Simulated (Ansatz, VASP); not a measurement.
**GaSb: VASP beside Ansatz**

One calculation is typed for both programs; each brings its own data sets. How far apart do they land? The cell is taken from a series of runs on this material, whose earlier steps may have relaxed, scaled, displaced or heated it; both programs get it as it stands.

Main program and level: Ansatz 0.2.0; plane waves, with VASP 6.6.1 beside it; zone-centre phonons at PBEsol.

## 1. Set-up

It takes space group I-4m2 (No. 119, tetragonal). Conventional cell: a = 4.308 Å, b = 4.308 Å, c = 6.173 Å, α = 90.00°, β = 90.00°, γ = 90.00°. Nearest to Ga lie 4 Sb at 2.65 Å. Nearest to Sb lie 4 Ga at 2.65 Å. Farther neighbours are not listed.

Structure file:

```cif
data_structure
_symmetry_space_group_name_H-M 'P 1'
_symmetry_Int_Tables_number 1
_cell_length_a 4.3366
_cell_length_b 4.3366
_cell_length_c 4.3083
_cell_angle_alpha 60.216
_cell_angle_beta 60.216
_cell_angle_gamma 59.568
_cell_volume 57.29
loop_
_atom_site_label
_atom_site_type_symbol
_atom_site_fract_x
_atom_site_fract_y
_atom_site_fract_z
_atom_site_occupancy
Ga1 Ga 0.00000 0.00000 0.00000 1
Sb2 Sb 0.75000 0.75000 0.75000 1
```

## 2. Ansatz: zone-centre phonons, PBEsol

Ansatz runs on its PAW soft_1 files.

Second derivatives magnify differences that forces hide, and they need a tight electronic threshold.

Contents of input.yaml:

```yaml
crystal:
  lattice:
    - [0.0, 3.0464062174, 3.0863260092]
    - [3.0464062174, 0.0, 3.0863260092]
    - [3.0464062174, 3.0464062174, 0.0]
  atoms:
    - { symbol: Ga, position: [0.0, 0.0, 0.0] }
    - { symbol: Sb, position: [0.75, 0.75, 0.75] }
kpoints:
  mp_grid: { grid: [12, 12, 12] }
hamiltonian:
  xc: pbesol
  pseudopotentials: { kind: paw, azcp: { folder: soft_1 }, xc_functional: pbe }
scf:
  occupations: { method: methfessel_paxton, width: 0.2 }
output:
  eigenvalues: true
phonons:
  method: dfpt
```

On the command line:

```console
ansatz run input.yaml --threads 4 --pin off --max-ram 10240MiB --backend cpu --events-out ev --progress --plain --runs-dir out
```

Numbers of over 12 decimals in the logs are rounded to 6 here.

The program printed:

```text
zone centre: on kpoints.mp_grid the ground state, and the responses unless they are solved on pairs of k-points, stand on 280 of the mesh's 1728 k-points, reduced under 4 symmetry operations, with k and −k counted as one. Each operation leaves every solved displacement unchanged or reverses it
Engine: ansatz 0.2.0, aarch64-unknown-linux-gnu
Pseudopotentials: kind: paw
Pseudopotential: Ga, paw, valence charge 13, recommended cutoff 420 eV (normal), soft_1/Ga.paw.azcp
Pseudopotential: Sb, paw, valence charge 15, recommended cutoff 420 eV (normal), soft_1/Sb.paw.azcp
Functional definition: PBEsol
  exchange = pbesol_x
  correlation = pbesol_c
Crystal: 2 atoms, lattice volume = 57.286 Å³
Basis set: ecut = 420 eV, 1107 PW (Γ), exchange–correlation on 60×60×60 points (8 copies of the dense FFT grid, shifted against one another)
Bands: 18, of which v1, the nominal top of the filled ones, is band 14 counted from 1 (13 counted from 0)
Symmetry: 8 space group operations
k-points: 280 of 1728 (irreducible under 4 space group operations, time reversal used)
Non-local potential: Ga, projectors of the file, l = 0: 2, l = 1: 2, l = 2: 3, l = 3: 1
Non-local potential: Sb, projectors of the file, l = 0: 2, l = 1: 2, l = 2: 2, l = 3: 1
PAW form: soft (Blöchl's): semilocal exchange-correlation on the pseudo side does not see the compensation charge
PAW frozen core: Ga, regenerated for the run's functional, and the local potential with it (the file was generated under x = pbe(κ = 0.804, μ = 0.219515), c = pbe(β = 0.066725))
PAW frozen core: Sb, regenerated for the run's functional, and the local potential with it (the file was generated under x = pbe(κ = 0.804, μ = 0.219515), c = pbe(β = 0.066725))
PAW one-centre angular grid: Ga, 590 points (default); XC on 64 Gauss nodes
PAW one-centre angular grid: Sb, 590 points (default); XC on 64 Gauss nodes
Initial density: superposition of atomic densities (chi_scale 0.1, normalization cell, long waves kept (reshape's long-wave potential 0.00 eV rms))
Initial wavefunctions: pseudopotential atomic-orbital guess
Functional: x = pbesol(κ = 0.804, μ = 0.123457), c = pbesol(β = 0.046)
SCF iter   1: F=—  HF=-10151.699538 eV  |F-HF|=—  |Δ(HF+E_count)|=         —  Δρ=3.16e-2  dr2=4.09e-1  ethr=3.10e-3  ⟨swp⟩=5.7  Hψ=25906  notcnv=0
preconditioner: auto → none  [insulator: Δε(μ)=0.323 eV  Ē_g=14.712 eV  σ=0.200 eV  W_gap=0.60  n_scr=14 (ndim 8)  ℏωp=20.8 eV  f_vac=0.007  D(μ)=0.04/eV (n_scr^D=0)  ε∞_Penn≈3.0]
SCF iter   2: F=—  HF=-10151.623289 eV  |F-HF|=—  |Δ(HF+E_count)|=   7.62e-2  S|Δr|=    0.00e0  Δρ=1.43e-2  dr2=6.89e-2  ethr=1.46e-3  ⟨swp⟩=2.0  Hψ=8388  notcnv=0
SCF iter   3: F=—  HF=-10151.621693 eV  |F-HF|=—  |Δ(HF+E_count)|=   1.60e-3  S|Δr|=    0.00e0  Δρ=5.03e-3  dr2=1.37e-2  ethr=2.46e-4  ⟨swp⟩=2.0  Hψ=8227  notcnv=0
SCF iter   4: F=—  HF=-10151.615547 eV  |F-HF|=—  |Δ(HF+E_count)|=   6.15e-3  S|Δr|=    0.00e0  Δρ=8.03e-4  dr2=2.03e-4  ethr=4.90e-5  ⟨swp⟩=2.0  Hψ=7561  notcnv=0
SCF iter   5: F=—  HF=-10151.615526 eV  |F-HF|=—  |Δ(HF+E_count)|=   2.07e-5  S|Δr|=    0.00e0  Δρ=3.59e-4  dr2=2.60e-5  ethr=7.26e-7  ⟨swp⟩=2.0  Hψ=7562  notcnv=0
SCF iter   6: F=—  HF=-10151.615529 eV  |F-HF|=—  |Δ(HF+E_count)|=   3.11e-6  S|Δr|=    0.00e0  Δρ=3.11e-5  dr2=4.07e-7  ethr=9.28e-8  ⟨swp⟩=2.0  Hψ=8751  notcnv=0
SCF iter   7: F=—  HF=-10151.615530 eV  |F-HF|=—  |Δ(HF+E_count)|=   6.04e-7  S|Δr|=    0.00e0  Δρ=6.28e-6  dr2=1.94e-8  ethr=1.45e-9  ⟨swp⟩=2.0  Hψ=8964  notcnv=0
SCF iter   8: F=—  HF=-10151.615530 eV  |F-HF|=—  |Δ(HF+E_count)|=   1.93e-8  S|Δr|=    0.00e0  Δρ=8.67e-7  dr2=4.25e-10  ethr=6.91e-11  ⟨swp⟩=2.0  Hψ=7356  notcnv=0
SCF iter   9: F=—  HF=-10151.615530 eV  |F-HF|=—  |Δ(HF+E_count)|=  4.00e-10  S|Δr|=    0.00e0  Δρ=1.83e-7  dr2=1.01e-11  ethr=1.52e-12  ⟨swp⟩=2.0  Hψ=8964  notcnv=0
SCF iter  10: F=-10151.615530 eV  HF=-10151.615530 eV  |F-HF|=3.64e-12  |Δ(HF+E_count)|=  5.46e-12  S|Δr|=    0.00e0  Δρ=4.93e-8  dr2=1.23e-12  ethr=1.00e-12  ⟨swp⟩=5.9  Hψ=20833  notcnv=0
SCF 1 converged in 10 iterations: F = -10151.615530 eV  dr2 = 1.23e-12
  greatest PAW one-centre occupation: 0.996 electrons in one spin orbital (limit 2), on the Sb atom at site 1 (counted from 0), in its partial waves of l = 2
DFPT response loops at Γ: preconditioner auto → Kerker (q_TF=auto, 2.421 Å⁻¹) (partly filled bands, converged f_vac=0.077); β = 1.00, the filter's whole step (`scf.mixing.beta` (0.50) is not read by the response loops under this deck's `scf.mixing.preconditioner`; to damp them name `kerker` or `kerker_dos`, under which they read `scf.mixing.beta`, and type it under 1.00, their step now; both keys bind the ground state too); Broyden in place of MSR1
SCF converged after 10 iterations
Stability not checked: this state was not tested for a lower state beside it, because cold or Methfessel-Paxton smearing, or corrected tetrahedra, fill the levels in a way that the test cannot read (fill_not_monotonic; see scf.lower_state_search)
Free energy (F): -10151.615530 eV
Harris-Foulkes:  -10151.615530 eV  (|F-HF|=3.64e-12)
Internal energy: -10151.615949 eV  (E = F + TS)
E sigma→0 (E₀):  -10151.615635 eV
Entropy (-TS):   0.000419 eV (0.210 meV/atom)
Fermi energy:    7.719445 eV
Step filling:    the computed levels leave a gap of 0.0000 eV = 0.0 smearing widths at the electron count; against every level under it full and every level over it empty, smearing changes F+E_penalty+E_count by +0.151 meV and its σ→0 estimate by +0.046 meV
--- Per-component energies (eV) ---
  E_band       = -261.562599
  E_kinetic    = 275.644217
  E_local      = -3382.239904  (includes V_loc(G=0)·N_el)
  E_nonlocal   = 299.663850
  E_hartree    = 1728.647033
  E_xc         = -160.334558
  E_vxc        = -146.015204  (∫ρ·V_xc dr)
  E_paw        = -6420.742227  (= ΣΔE_a)
  E_vpaw       = -765.909542  (= ΣTr[D̂ρ^β])
  E_aug_tail   = -0.000086  (compensation charges beyond the density's cutoff)
  E_ewald      = -2493.449109
  E_core_change = 1.194834  (= ΣΔE_core)
  E_smearing   = 0.000419  (= −TS)
  E_closure    = -0.000000  (closes the sum)
  Σ components = -10151.615530   (vs F -10151.615530, Δ=0.00e0)
--- Band table (eV; the first three rows and the last of 280) ---
  k-point 0: bands = [... 10 lower, -3.8303, 7.6168, 7.6453, 7.6937, 7.6937, 10.4273, 10.4273, 10.4647]
  k-point 1: bands = [... 10 lower, -3.7587, 6.3383, 7.5172, 7.5724, 8.5327, 10.5978, 10.6080, 10.6952]
  k-point 2: bands = [... 10 lower, -3.5482, 4.9454, 7.2330, 7.2989, 8.6395, 10.9756, 10.9839, 11.5776]
  k-point 279: bands = [... 10 lower, -1.4172, 0.8221, 5.1439, 5.1439, 8.5874, 8.8917, 16.3503, 16.3503]
--- Phonons (Γ-DFPT): 4 representative perturbations + reference, on 280 of 1728 k-points (Σ response iterations 12) ---
  k mesh reduced under 4 symmetry operations, with k and −k counted as one. Each operation leaves every solved displacement unchanged or reverses it
  ASR residual: 6.476e-5 → 0.000e0 eV/Å²; symmetrization residual: 1.459e-6 eV/Å²
  ASR residual per site (eV/Å²): 6.48e-5 3.92e-5
  Γ frequencies (cm⁻¹): 0.00 0.00 0.00 216.75 217.38 217.38
  non-analytic LO–TO correction: not included (Born effective charges unavailable; polar crystals: no LO–TO splitting at Γ)
```

In the SCF lines HF is the Harris–Foulkes energy and dr2 the Hartree energy of the density residual, in eV; the loop may stop once dr2 is under the threshold and the program's other checks hold. Hψ counts applications of the Hamiltonian.

(Continued in part 2 of 2.)

[Lines on the potential files, build, host, timing and source positions are cut from VASP's logs without a mark.]

[Logs are printed without paths, hosts, clocks, repeated set-up lines and the standing remarks that a program may print on its own settings, such as how far it seeks lower states.]

[Hosts, paths, dates, database ids (printed as entryN), source tags and the programs' standing remarks are cut or masked in the printed files.]
